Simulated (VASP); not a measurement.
Energy against volume of CdS (zinc blende). Method: HSE06 screened hybrid, VASP's PBE PAW potentials (set 64) (plane waves; VASP). Run with 520 eV cut-off, 6×6×6 Γ-centred mesh, Gaussian smearing of 0.050 eV, potentials Cd S.

| V (Å³/atom) | E (eV/atom) |
|---|---|
| 24.586 | -3.81229 |
| 25.370 | -3.82020 |
| 26.155 | -3.81870 |
| 26.940 | -3.80925 |

**Question.** Fit these four points and predict the energy of the run at 23.801 Å³/atom.

**Answer.** A cubic in V^(−2/3), the third-order Birch-Murnaghan form, passes through the four points with V0 = 25.62 Å³/atom and B0 = 59 GPa, and gives -3.7932 eV/atom there. The run gave -3.7932 eV/atom, -0.1 meV/atom from the fit; all five points give B0 = 59 GPa.

The compound is CdS in the zinc blende structure, a metastable form; wurtzite is the usual one. It was relaxed first. The cell's shape comes from a PBE relaxation.
